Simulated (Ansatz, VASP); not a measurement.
# Ta10Te (Te/Ta(100)) in two plane-wave programs

One calculation is typed for both programs; each brings its own data sets. How far apart do they land? Of the first pair: The structure shown is the start of the Ansatz relaxation below; VASP solves that cell, so the two are compared at the walk's first step.

Method: plane waves, with VASP 6.6.1 beside it; single point at RPBE, in Ansatz 0.2.0.

## 1. The structure

The cell holds 22 atoms: 20 Ta and 2 Te. Cell: a = 6.620 Å, b = 6.620 Å, c = 26.758 Å, α = 90.0°, β = 90.0°, γ = 90.0°. Vacuum lies along c.

## 2. Ansatz: relaxation, RPBE

Ansatz runs on its default PAW (the set named soft_2) files.

The two programs are compared at the cell with which this relaxation starts, whose forces are those of its first step.

The input, input.yaml:

```yaml
crystal:
  lattice:
    - [6.62, 0.0, 0.0]
    - [0.0, 6.62, 0.0]
    - [0.0, 0.0, 26.7582090927]
  atoms:
    - { symbol: Ta, position: [0.0, 0.0, 0.3363453798] }
    - { symbol: Ta, position: [0.25, 0.25, 0.398195558] }
    - { symbol: Ta, position: [0.0, 0.0, 0.4614032485] }
    - { symbol: Ta, position: [0.25, 0.25, 0.5252729706] }
    - { symbol: Ta, position: [0.0, 0.0, 0.5802503262] }
    - { symbol: Ta, position: [0.0, 0.5, 0.3363453798] }
    - { symbol: Ta, position: [0.25, 0.75, 0.398195558] }
    - { symbol: Ta, position: [0.0, 0.5, 0.4614032485] }
    - { symbol: Ta, position: [0.25, 0.75, 0.5252729706] }
    - { symbol: Ta, position: [0.0, 0.5, 0.5802503262] }
    - { symbol: Ta, position: [0.5, 0.0, 0.3363453798] }
    - { symbol: Ta, position: [0.75, 0.25, 0.398195558] }
    - { symbol: Ta, position: [0.5, 0.0, 0.4614032485] }
    - { symbol: Ta, position: [0.75, 0.25, 0.5252729706] }
    - { symbol: Ta, position: [0.5, 0.0, 0.5802503262] }
    - { symbol: Ta, position: [0.5, 0.5, 0.3363453798] }
    - { symbol: Ta, position: [0.75, 0.75, 0.398195558] }
    - { symbol: Ta, position: [0.5, 0.5, 0.4614032485] }
    - { symbol: Ta, position: [0.75, 0.75, 0.5252729706] }
    - { symbol: Ta, position: [0.5, 0.5, 0.5802503262] }
    - { symbol: Te, position: [0.25, 0.25, 0.6636546202] }
    - { symbol: Te, position: [0.75, 0.75, 0.6636546202] }
kpoints:
  mp_grid: { grid: [5, 5, 1] }
hamiltonian:
  xc: rpbe
scf:
  occupations: { method: fermi_dirac, width: 0.1 }
  convergence: { dr2_threshold: 1.0e-08 }
efield:
  axis: 3
  dipole_correction: true
  ramp_position: 0.97
  ramp_width: 0.06
relax:
  f_tol: 0.02
  max_steps: 60
  constraints: [{ sites: [0, 1, 5, 6, 10, 11, 15, 16] }]
output:
  bader: true
  dos: { projected: true, e_range: [-8, 4] }
  write_potential: true
  write_density: true
  volumetric_format: npy
```

On the command line:

```console
ansatz run input.yaml --threads 4 --pin off --max-ram 12288MiB --backend cpu --events-out ev --progress --plain --runs-dir out
```

Numbers of over 12 decimals in the logs are rounded to 6 here.

Log:

```text
Engine: ansatz 0.2.0, aarch64-unknown-linux-gnu
Pseudopotentials: kind: paw
Pseudopotential: Ta, paw, valence charge 13, recommended cutoff 420 eV (normal), Ta.paw.azcp
Pseudopotential: Te, paw, valence charge 16, recommended cutoff 420 eV (normal), Te.paw.azcp
Functional definition: RPBE
  parameter kappa = 0.804
  parameter beta = 0.066725
  exchange = rpbe_x(kappa = kappa, mu = beta*pi^2/3)
  correlation = pbe_c(beta = beta)
Crystal: 22 atoms, lattice volume = 1172.662 Å³
Basis set: ecut = 420 eV, 22841 PW (Γ), exchange–correlation on 90×90×360 points (8 copies of the dense FFT grid, shifted against one another)
Bands: 176, of which v1, the nominal top of the filled ones, is band 146 counted from 1 (145 counted from 0)
Symmetry: 16 space group operations
Space group: P4mm (ITA 99), of the structure as read, at distance tolerance 1.1e-4 Å
k-points: 6 of 25
Non-local potential: Ta, projectors of the file, l = 0: 3, l = 1: 2, l = 2: 2, l = 3: 1
Non-local potential: Te, projectors of the file, l = 0: 2, l = 1: 2, l = 2: 2, l = 3: 2
PAW form: soft (Blöchl's): semilocal exchange-correlation on the pseudo side does not see the compensation charge
PAW frozen core: Ta, regenerated for the run's functional, and the local potential with it (the file was generated under x = pbe(κ = 0.804, μ = 0.219515), c = pbe(β = 0.066725))
PAW frozen core: Te, regenerated for the run's functional, and the local potential with it (the file was generated under x = pbe(κ = 0.804, μ = 0.219515), c = pbe(β = 0.066725))
PAW one-centre angular grid: Ta, 590 points (default); XC on 64 Gauss nodes
PAW one-centre angular grid: Te, 590 points (default); XC on 64 Gauss nodes
Initial density: superposition of atomic densities (neutral atoms: chi_scale 0, normalization atom), corrected by the library's trained network
Initial wavefunctions: pseudopotential atomic-orbital guess
Functional: x = rpbe, c = pbe(β = 0.066725)
SCF iter   1: F=—  HF=-212865.489883 eV  |F-HF|=—  |Δ(HF+E_count)|=         —  Δρ=5.77e-3  dr2=5.34e0  ethr=1.77e-3  p=-0.134 e·Å  D=-2.07e-2 V/Å  ΔV_dip=0.55 eV  dr2_dipole=6.21e-1  V_vac-E_F(+/−)=4.55/3.99 eV  ⟨swp⟩=10.8  Hψ=5256  notcnv=0  defer=1
efield: sawtooth ramp at fractional position 0.9700 (set: `efield.ramp_position`, or a place that a band, a saddle search or an elastic batch's reference lends), width 0.0600; the density the first Hamiltonian is built on has a dipole p = -0.134 e·Å; the dipole correction subtracts the counter field D = -2.07e-2 V/Å, which shifts the + side's vacuum level by +0.55 eV against the − side's; the planar-averaged density in the ramp window peaks in size at 3.1e-5 e/Å³
preconditioner: auto → LDOS  [metal: Δε(μ)=0.031 eV  Ē_g=3.958 eV  σ=0.100 eV  W_gap=0.08  n_scr=206 (ndim 8)  ℏωp=11.5 eV  f_vac=0.554  D(μ)=19.29/eV (n_scr^D=102)  β→1.0]
SCF iter   2: F=—  HF=-212865.346172 eV  |F-HF|=—  |Δ(HF+E_count)|=   1.44e-1  Δρ=2.87e-3  dr2=1.04e0  ethr=1.77e-3  p=-0.213 e·Å  D=-3.28e-2 V/Å  ΔV_dip=0.88 eV  dr2_dipole=3.98e-2  V_vac-E_F(+/−)=4.63/3.76 eV  ⟨swp⟩=3.3  Hψ=1460  notcnv=0  defer=2
SCF iter   3: F=—  HF=-212865.306304 eV  |F-HF|=—  |Δ(HF+E_count)|=   3.99e-2  Δρ=5.03e-4  dr2=9.75e-3  ethr=3.56e-4  p=-0.191 e·Å  D=-2.95e-2 V/Å  ΔV_dip=0.79 eV  dr2_dipole=5.59e-4  V_vac-E_F(+/−)=4.62/3.83 eV  ⟨swp⟩=2.3  Hψ=1294  notcnv=0  defer=2
SCF iter   4: F=—  HF=-212865.307693 eV  |F-HF|=—  |Δ(HF+E_count)|=   1.39e-3  Δρ=1.50e-4  dr2=5.78e-4  ethr=3.34e-6  p=-0.193 e·Å  D=-2.97e-2 V/Å  ΔV_dip=0.80 eV  dr2_dipole=1.57e-4  V_vac-E_F(+/−)=4.63/3.83 eV  ⟨swp⟩=2.5  Hψ=1592  notcnv=0  defer=2
SCF iter   5: F=—  HF=-212865.307890 eV  |F-HF|=—  |Δ(HF+E_count)|=   1.97e-4  Δρ=7.36e-5  dr2=1.57e-4  ethr=1.98e-7  p=-0.190 e·Å  D=-2.93e-2 V/Å  ΔV_dip=0.78 eV  dr2_dipole=1.02e-5  V_vac-E_F(+/−)=4.63/3.85 eV  ⟨swp⟩=2.5  Hψ=1886  notcnv=0  defer=2
SCF iter   6: F=—  HF=-212865.307912 eV  |F-HF|=—  |Δ(HF+E_count)|=   2.17e-5  Δρ=3.79e-5  dr2=3.81e-5  ethr=5.38e-8  p=-0.188 e·Å  D=-2.91e-2 V/Å  ΔV_dip=0.78 eV  dr2_dipole=3.45e-6  V_vac-E_F(+/−)=4.63/3.85 eV  ⟨swp⟩=3.0  Hψ=1923  notcnv=0  defer=2
SCF iter   7: F=—  HF=-212865.307840 eV  |F-HF|=—  |Δ(HF+E_count)|=   7.16e-5  Δρ=8.79e-6  dr2=3.07e-6  ethr=1.30e-8  p=-0.187 e·Å  D=-2.89e-2 V/Å  ΔV_dip=0.77 eV  dr2_dipole=1.20e-7  V_vac-E_F(+/−)=4.63/3.86 eV  ⟨swp⟩=2.7  Hψ=1888  notcnv=0  defer=2
SCF iter   8: F=—  HF=-212865.307482 eV  |F-HF|=—  |Δ(HF+E_count)|=   3.58e-4  Δρ=3.31e-6  dr2=5.23e-7  ethr=1.05e-9  p=-0.187 e·Å  D=-2.88e-2 V/Å  ΔV_dip=0.77 eV  dr2_dipole=3.99e-8  V_vac-E_F(+/−)=4.63/3.86 eV  ⟨swp⟩=2.8  Hψ=1887  notcnv=0  defer=2
SCF iter   9: F=—  HF=-212865.307482 eV  |F-HF|=—  |Δ(HF+E_count)|=   1.02e-7  Δρ=1.03e-6  dr2=3.34e-8  ethr=1.79e-10  p=-0.187 e·Å  D=-2.88e-2 V/Å  ΔV_dip=0.77 eV  dr2_dipole=2.13e-11  V_vac-E_F(+/−)=4.63/3.86 eV  ⟨swp⟩=2.2  Hψ=1397  notcnv=0  defer=2
[...]
k-point 1: bands = [... 142 lower, 3.9263, 3.9654, 4.1279, 4.2181, 4.2291, 4.2983, 4.3763, 4.4213, ... 26 higher]
  k-point 2: bands = [... 142 lower, 3.7274, 3.8474, 3.8607, 3.9729, 4.0409, 4.1831, 4.2735, 4.3001, ... 26 higher]
  k-point 5: bands = [... 142 lower, 3.2338, 3.2627, 3.2746, 3.4089, 3.4888, 3.7738, 4.2384, 4.3110, ... 26 higher]
--- Relaxed structure (5 steps of the walk, 5 accepted, 0 SCFs on fresh bases) ---
  F+E_penalty+E_count = -212866.50604733 eV   max|allowed force component| = 9.666e-3 eV/Å
  atoms:
    - { symbol: Ta, position: [0.0, 0.0, 0.336345] }
    - { symbol: Ta, position: [0.25, 0.25, 0.398196] }
    - { symbol: Ta, position: [1.087325586179849e-19, 0, 0.461542] }
    - { symbol: Ta, position: [0.25, 0.25, 0.523419] }
    - { symbol: Ta, position: [1.3423194841098632e-18, 0, 0.581960] }
    - { symbol: Ta, position: [0.0, 0.5, 0.336345] }
    - { symbol: Ta, position: [0.25, 0.750000, 0.398196] }
    - { symbol: Ta, position: [1.0873255861798461e-19, 0.5, 0.461542] }
    - { symbol: Ta, position: [0.25, 0.750000, 0.525435] }
    - { symbol: Ta, position: [1.3423194841098636e-18, 0.5, 0.581960] }
    - { symbol: Ta, position: [0.5, 0.0, 0.336345] }
    - { symbol: Ta, position: [0.750000, 0.25, 0.398196] }
    - { symbol: Ta, position: [0.5, 0, 0.461542] }
    - { symbol: Ta, position: [0.750000, 0.25, 0.525435] }
    - { symbol: Ta, position: [0.5, 0, 0.581960] }
    - { symbol: Ta, position: [0.5, 0.5, 0.336345] }
    - { symbol: Ta, position: [0.750000, 0.750000, 0.398196] }
    - { symbol: Ta, position: [0.5, 0.5, 0.461542] }
    - { symbol: Ta, position: [0.750000, 0.750000, 0.523419] }
    - { symbol: Ta, position: [0.5, 0.5, 0.581960] }
    - { symbol: Te, position: [0.25, 0.25, 0.646535] }
    - { symbol: Te, position: [0.750000, 0.750000, 0.646535] }
--- Bader charges: 22 sites ---
  site symbol  charge [e]  shift [e]
     0     Ta     -0.1373     0.0000
     1     Ta      0.0785     0.0000
     2     Ta      0.1389     0.0000
     3     Ta      0.0886     0.0000
     4     Ta      0.2566     0.0001
     5     Ta     -0.1373     0.0000
     6     Ta      0.0595     0.0000
     7     Ta      0.1389     0.0000
     8     Ta      0.0752     0.0000
     9     Ta      0.2566     0.0001
    10     Ta     -0.1373     0.0000
    11     Ta      0.0596     0.0000
    12     Ta      0.1389     0.0000
    13     Ta      0.0752     0.0000
    14     Ta      0.2566     0.0001
    15     Ta     -0.1373     0.0000
    16     Ta      0.0785     0.0000
    17     Ta      0.1389     0.0000
    18     Ta      0.0885     0.0000
    19     Ta      0.2566     0.0001
    20     Te     -0.8182     0.0002
    21     Te     -0.8181     0.0002
  estimated error of the sums over rays = 1.1e-3 e
```

In the SCF lines HF is the Harris–Foulkes energy and dr2 the Hartree energy of the density residual, in eV; the loop may stop once dr2 is under the threshold and the program's other checks hold. Hψ counts applications of the Hamiltonian.

[end of part 1 of 3]

[Lines on the potential files, build, host, timing and source positions are cut from VASP's logs without a mark.]

[Logs are printed without paths, hosts, clocks, repeated set-up lines and the standing remarks that a program may print on its own settings, such as how far it seeks lower states.]

[Hosts, paths, dates, database ids (printed as entryN), source tags and the programs' standing remarks are cut or masked in the printed files.]
